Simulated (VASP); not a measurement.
Data:

```
GaInAs2
1.0
    0.00000     2.93573     2.93573
    2.93573     0.00000     2.93573
   11.77885    11.77885    -0.03592
In As Ga
2 4 2
Direct
  0.01077   0.01077   0.99192
  0.99207   0.99207   0.25595
  0.24842   0.24842   0.06369
  0.23018   0.23018   0.32736
  0.24989   0.24989   0.56258
  0.26852   0.26852   0.79861
  0.99076   0.99076   0.50693
  0.00939   0.00939   0.74296
```

Method: PBEsol GGA, VASP's PBE PAW potentials (set 64) (plane waves; VASP). Numerical set-up: 400 eV cut-off, 10×10×3 Γ-centred mesh, tetrahedra with Blöchl corrections, potentials In_d As Ga_d.

Unless said otherwise, spin-orbit coupling is left out, though it shifts the bands of the heavy elements here.

**Question.** Estimate the energy per atom (σ→0), band gap (on the k-mesh) with the smallest direct gap where there is one.

**Answer.** 
- band gap (on the k-mesh): none (metal, semimetal or under 0.01 eV)
- energy per atom (σ→0): -4.366 eV/atom

The absolute energy has meaning only against runs of the same code, potentials and settings.

The structure was generated: Ga2In2As4 was put into an ordered model structure (R3m), which need not be its known phase. It was relaxed first.
